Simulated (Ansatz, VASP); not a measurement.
**Pt: VASP beside Ansatz**

One calculation is typed for both programs; each brings its own data sets. How far apart do they land? The cell is taken from a series of runs on this material, whose earlier steps may have relaxed, scaled, displaced or heated it; both programs get it as it stands.

Calculated with Ansatz 0.2.0; plane waves, with VASP 6.6.1 beside it; relaxation of cell and atoms at PBEsol.

### Step 1. The starting structure

The structure is cubic, space group Fm-3m (No. 225). Conventional cell: a = 3.920 Å, b = 3.920 Å, c = 3.920 Å, α = 90.00°, β = 90.00°, γ = 90.00°. Nearest to Pt lie 12 Pt at 2.77 Å.

### Step 2. VASP: relaxation of cell and atoms, PBEsol

The relaxed volume is the usual yardstick between codes: in a stiff, nearly cubic crystal its relative difference is about their pressure difference at one cell divided by the bulk modulus.

Lines of VASP's logs that name or quote its potential files are left out, and so is its time.

Input file INCAR:

```
SYSTEM = Pt
PREC = Accurate
ENCUT = 500
EDIFF = 1E-07
NELM = 120
ISMEAR = -1
SIGMA = 0.05
LREAL = .FALSE.
ALGO = Normal
GGA = PS
NBANDS = 49
LASPH = .TRUE.
LORBIT = 11
LWAVE = .FALSE.
LCHARG = .FALSE.
ISIF = 3
IBRION = 2
NSW = 80
EDIFFG = -0.005
GGA_COMPAT = .FALSE.
NELMIN = 4
KPAR = 2
```

Input file POSCAR:

```
Pt
1.0
    0.0000000000      3.9200000000      3.9200000000
    3.9200000000      0.0000000000      3.9200000000
    3.9200000000      3.9200000000      0.0000000000
Pt
8
Direct
    0.0000000000      0.0000000000      0.0000000000
    0.0000000000      0.0000000000      0.5000000000
    0.0000000000      0.5000000000      0.0000000000
    0.0000000000      0.5000000000      0.5000000000
    0.5000000000      0.0000000000      0.0000000000
    0.5000000000      0.0000000000      0.5000000000
    0.5000000000      0.5000000000      0.0000000000
    0.5000000000      0.5000000000      0.5000000000
```

Input file KPOINTS:

```
Automatic mesh
0
Gamma
8 8 8
0 0 0
```

The projector-augmented-wave data sets are Pt (PBE family, release 64).

The run is started by

```
$ mpirun -np 2 vasp_std
```

Numbers of over 12 decimals in the logs are rounded to 6 here.

Output:

```text
[banner, memory and clock lines left out]
running    2 mpi-ranks, on    1 nodes
 distrk:  each k-point on    1 cores,    2 groups
 distr:  one band on    1 cores,    1 groups

 POSCAR found type information on POSCAR Pt
 POSCAR found :  1 types and       8 ions
|                                                                             |
|               ----> ADVICE to this user running VASP <----                  |
|                                                                             |
|     You enforced a specific xc type in the INCAR file but a different       |
|     [... a line on the potential file left out ...]
|     I HOPE YOU KNOW WHAT YOU ARE DOING!                                     |
|                                                                             |

 LDA part: xc-table for (Slater+PW92), standard interpolation
 POSCAR, INCAR and KPOINTS ok, starting setup
 FFT: planning ... GRIDC
 FFT: planning ... GRID_SOFT
 FFT: planning ... GRID
 WAVECAR not read
 entering main loop
       N       E                     dE             d eps       ncg     rms          rms(c)
DAV:   1     0.512357865766E+03    0.51236E+03   -0.39839E+04  2874   0.153E+03
DAV:   2    -0.385210823663E+02   -0.55088E+03   -0.52071E+03  3130   0.343E+02
DAV:   3    -0.590894355441E+02   -0.20568E+02   -0.19436E+02  3174   0.614E+01
DAV:   4    -0.594067220333E+02   -0.31729E+00   -0.31594E+00  3082   0.749E+00
DAV:   5    -0.594122949997E+02   -0.55730E-02   -0.55711E-02  3217   0.934E-01    0.378E+01
DAV:   6    -0.561595011111E+02    0.32528E+01   -0.71282E+00  2898   0.137E+01    0.193E+01
DAV:   7    -0.558019765396E+02    0.35752E+00   -0.14679E+00  3096   0.596E+00    0.611E+00
DAV:   8    -0.557675901125E+02    0.34386E-01   -0.12685E-01  2875   0.185E+00    0.196E+00
DAV:   9    -0.557651778530E+02    0.24123E-02   -0.23032E-03  3109   0.265E-01    0.747E-02
DAV:  10    -0.557652276957E+02   -0.49843E-04   -0.26778E-05  3131   0.219E-02    0.511E-02
DAV:  11    -0.557652341600E+02   -0.64643E-05   -0.66151E-06  2993   0.124E-02    0.492E-03
DAV:  12    -0.557652342619E+02   -0.10183E-06   -0.27410E-08  1728   0.823E-04    0.118E-03
DAV:  13    -0.557652342847E+02   -0.22823E-07   -0.82819E-09  1497   0.369E-04
   1 F= -.55765234E+02 E0= -.55697226E+02  d E =-.557652E+02
 curvature:   0.00 expect dE= 0.000E+00 dE for cont linesearch  0.000E+00
 trial: gam= 0.00000 g(F)=  0.690E-59 g(S)=  0.726E-02 ort = 0.000E+00 (trialstep = 0.100E+01)
 search vector abs. value=  0.726E-02
 bond charge predicted
       N       E                     dE             d eps       ncg     rms          rms(c)
DAV:   1    -0.558467651628E+02   -0.81531E-01   -0.20082E+00  2842   0.811E+00    0.217E+00
DAV:   2    -0.557632564180E+02    0.83509E-01   -0.18863E-01  2850   0.233E+00    0.831E-01
DAV:   3    -0.557578760852E+02    0.53803E-02   -0.24097E-02  2974   0.760E-01    0.410E-01
DAV:   4    -0.557582094128E+02   -0.33333E-03   -0.13846E-03  2944   0.166E-01    0.413E-02
DAV:   5    -0.557581907531E+02    0.18660E-04   -0.17630E-04  2929   0.689E-02    0.113E-02
DAV:   6    -0.557581936784E+02   -0.29253E-05   -0.85952E-06  2998   0.145E-02    0.126E-03
DAV:   7    -0.557581939109E+02   -0.23245E-06   -0.75800E-08  1677   0.130E-03    0.318E-04
DAV:   8    -0.557581939677E+02   -0.56827E-07   -0.14500E-08  1440   0.579E-04
   2 F= -.55758194E+02 E0= -.55691396E+02  d E =0.704032E-02
 trial-energy change:    0.007040  1 .order    0.007167   -0.007263    0.021597
 step:   0.2567(harm=  0.2517)  dis= 0.00000  next Energy=   -55.766169 (dE=-0.934E-03)
 bond charge predicted
       N       E                     dE             d eps       ncg     rms          rms(c)
DAV:   1    -0.558153528045E+02   -0.57159E-01   -0.11110E+00  2842   0.603E+00    0.155E+00
DAV:   2    -0.557689432695E+02    0.46410E-01   -0.10528E-01  2850   0.175E+00    0.655E-01
DAV:   3    -0.557660517298E+02    0.28915E-02   -0.12706E-02  2970   0.550E-01    0.335E-01
DAV:   4    -0.557661772675E+02   -0.12554E-03   -0.62854E-04  2955   0.109E-01    0.379E-02
DAV:   5    -0.557661766595E+02    0.60804E-06   -0.75730E-05  2997   0.432E-02    0.927E-03
DAV:   6    -0.557661758633E+02    0.79616E-06   -0.46126E-06  2994   0.108E-02    0.215E-03
DAV:   7    -0.557661755598E+02    0.30354E-06   -0.75193E-08  1557   0.132E-03    0.245E-04
DAV:   8    -0.557661755542E+02    0.55761E-08   -0.94335E-09  1449   0.446E-04
   3 F= -.55766176E+02 E0= -.55698480E+02  d E =-.941270E-03
 curvature:  -0.13 expect dE=-0.319E-08 dE for cont linesearch -0.319E-08
 trial: gam= 0.00000 g(F)=  0.949E-59 g(S)=  0.253E-07 ort =-0.136E-04 (trialstep = 0.851E+00)
 search vector abs. value=  0.254E-07
 reached required accuracy - stopping structural energy minimisation
```

Parts of OUTCAR (step 2):

```text
ion  position               nearest neighbor table
   1  0.000  0.000  0.000-   2 2.77   3 2.77   5 2.77   2 2.77   4 2.77   6 2.77   3 2.77   4 2.77
                             7 2.77   5 2.77   6 2.77   7 2.77
   2  0.000  0.000  0.500-   1 2.77   4 2.77   6 2.77   1 2.77   3 2.77   5 2.77   3 2.77   4 2.77
                             8 2.77   5 2.77   6 2.77   8 2.77
   3  0.000  0.500  0.000-   1 2.77   4 2.77   7 2.77   2 2.77   4 2.77   8 2.77   1 2.77   2 2.77
                             5 2.77   5 2.77   7 2.77   8 2.77
   4  0.000  0.500  0.500-   2 2.77   3 2.77   8 2.77   1 2.77   3 2.77   7 2.77   1 2.77   2 2.77
                             6 2.77   6 2.77   7 2.77   8 2.77
   5  0.500  0.000  0.000-   1 2.77   6 2.77   7 2.77   2 2.77   6 2.77   8 2.77   3 2.77   7 2.77
                             8 2.77   1 2.77   2 2.77   3 2.77
   6  0.500  0.000  0.500-   2 2.77   5 2.77   8 2.77   1 2.77   5 2.77   7 2.77   4 2.77   7 2.77
                             8 2.77   1 2.77   2 2.77   4 2.77
   7  0.500  0.500  0.000-   3 2.77   5 2.77   8 2.77   4 2.77   6 2.77   8 2.77   1 2.77   5 2.77
                             6 2.77   1 2.77   3 2.77   4 2.77
   8  0.500  0.500  0.500-   4 2.77   6 2.77   7 2.77   3 2.77   5 2.77   7 2.77   2 2.77   5 2.77
                             6 2.77   2 2.77   3 2.77   4 2.77

  LATTYP: Found a face centered cubic cell.
 ALAT       =     7.8400000000

 Subroutine GETGRP returns: Found 48 space group operations
 (whereof 48 operations were pure point group operations)

The static configuration has the point symmetry O_h .

 Found     29 irreducible k-points:

   k-points           NKPTS =     29   k-points in BZ     NKDIM =     29   number of bands    NBANDS=     49

   dimension x,y,z NGX =    40 NGY =   40 NGZ =   40
   dimension x,y,z NGXF=    80 NGYF=   80 NGZF=   80

   ENCUT  =  500.0 eV  36.75 Ry    6.06 a.u.  10.11 10.11 10.11*2*pi/ulx,y,z

   NELECT =      80.0000    total number of electrons

 k-points in reciprocal lattice and weights: Automatic mesh
   0.00000000  0.00000000  0.00000000       0.002
   0.12500000  0.00000000  0.00000000       0.016
   0.25000000  0.00000000  0.00000000       0.016
   0.37500000  0.00000000  0.00000000       0.016
   0.50000000  0.00000000  0.00000000       0.008
   0.12500000  0.12500000  0.00000000       0.012
   0.25000000  0.12500000  0.00000000       0.047
   0.37500000  0.12500000  0.00000000       0.047
   0.50000000  0.12500000  0.00000000       0.047
[...]
-0.37500000  0.50000000  0.12500000       0.023
  -0.25000000  0.50000000  0.25000000       0.012

 average (electrostatic) potential at core
       1 -62.7602       2 -62.7602       3 -62.7602       4 -62.7602       5 -62.7602
       6 -62.7602       7 -62.7602       8 -62.7602

 E-fermi :  11.1627

 k-point     1 :       0.0000    0.0000    0.0000
  band No.  band energies     occupation
    ...
     27      10.6142      1.99997
     28      10.6142      1.99997
     29      11.1973      0.66732
     30      11.1973      0.66732
     31      11.1973      0.66731
     32      11.2228      0.46220
     33      11.2228      0.46220
     34      11.2228      0.46220
     35      11.2228      0.46220
     36      11.2228      0.46220
    ...

 k-point     2 :       0.1250    0.0000    0.0000
  band No.  band energies     occupation
    ...
     32      11.0392      1.84422
     33      11.0392      1.84422
     34      11.0392      1.84422
     35      11.0743      1.70879
     36      11.0743      1.70879
     37      11.2321      0.39986
     38      11.2321      0.39986
     39      11.2321      0.39986
     40      11.5856      0.00043
     41      11.5856      0.00043
    ...

 k-point     3 :       0.2500    0.0000    0.0000
  band No.  band energies     occupation
    ...
     32      10.5046      2.00000
     33      10.5046      2.00000
     34      10.5046      2.00000
     35      10.6808      1.99987
     36      10.6808      1.99987
     37      11.2588      0.25556
     38      11.2588      0.25556
     39      11.2588      0.25555
     40      11.4804      0.00348
     41      11.4804      0.00348
    ...

  Total        0.0011829      0.0011829      0.0011829      0.0000000      0.0000000     -0.0000000
  in kB        0.0157776      0.0157776      0.0157776      0.0000000      0.0000000     -0.0000000
  external PRESSURE =       0.0157776 kB  Pullay stress =       0.0000000 kB

  energy-cutoff  :      500.00
  volume of cell :      120.12
      direct lattice vectors                 reciprocal lattice vectors
    -0.000000000  3.916155343  3.916155343    -0.127676243  0.127676243  0.127676243
     3.916155343 -0.000000000  3.916155343     0.127676243 -0.127676243  0.127676243
     3.916155343  3.916155343  0.000000000     0.127676243  0.127676243 -0.127676243

 POSITION                                       TOTAL-FORCE (eV/Angst)
 -----------------------------------------------------------------------------------
      0.00000     -0.00000      0.00000         0.000000      0.000000     -0.000000
      1.95808      1.95808      0.00000         0.000000      0.000000     -0.000000
      1.95808     -0.00000      1.95808        -0.000000      0.000000     -0.000000
      3.91616      1.95808      1.95808         0.000000      0.000000     -0.000000
     -0.00000      1.95808      1.95808        -0.000000      0.000000      0.000000
      1.95808      3.91616      1.95808        -0.000000     -0.000000      0.000000
      1.95808      1.95808      3.91616        -0.000000     -0.000000      0.000000
      3.91616      3.91616      3.91616        -0.000000      0.000000      0.000000
 -----------------------------------------------------------------------------------
    total drift:                                0.000000     -0.000000      0.000000

  FREE ENERGIE OF THE ION-ELECTRON SYSTEM (eV)
  ---------------------------------------------------
  free  energy   TOTEN  =       -55.7661755542 eV

  energy  without entropy=      -55.6307835934  energy(sigma->0) =      -55.69847957

 reached required accuracy - stopping structural energy minimisation

 total charge
# of ion       s       p       d       tot
------------------------------------------
    1        0.637   0.622   8.035   9.294
    2        0.637   0.622   8.035   9.294
    3        0.637   0.622   8.035   9.294
    4        0.637   0.622   8.035   9.294
    5        0.637   0.622   8.035   9.294
    6        0.637   0.622   8.035   9.294
    7        0.637   0.622   8.035   9.294
    8        0.637   0.622   8.035   9.294
--------------------------------------------------
tot          5.093   4.979  64.281  74.353

[... 3 further parts left out ...]
```

CONTCAR:

```
Pt
   1.00000000000000
    -0.0000000000000000    3.9161553428914568    3.9161553428914568
     3.9161553428914568   -0.0000000000000000    3.9161553428914568
     3.9161553428914568    3.9161553428914568    0.0000000000000000
  Pt
     8
Direct
     0.0000000000000000    0.0000000000000000    0.0000000000000000
     0.0000000000000000    0.0000000000000000    0.5000000000000000
     0.0000000000000000    0.5000000000000000    0.0000000000000000
     0.0000000000000000    0.5000000000000000    0.5000000000000000
     0.5000000000000000    0.0000000000000000    0.0000000000000000
     0.5000000000000000    0.0000000000000000    0.5000000000000000
     0.5000000000000000    0.5000000000000000    0.0000000000000000
     0.5000000000000000    0.5000000000000000    0.5000000000000000
```

The run keeps the 48 symmetry operations of its start, so it cannot find a distortion of lower symmetry.

(Part 1 of 2 ends here.)

[Lines on the potential files, build, host, timing and source positions are cut from VASP's logs without a mark.]

[Logs are printed without paths, hosts, clocks, repeated set-up lines and the standing remarks that a program may print on its own settings, such as how far it seeks lower states.]

[Hosts, paths, dates, database ids (printed as entryN), source tags and the programs' standing remarks are cut or masked in the printed files.]
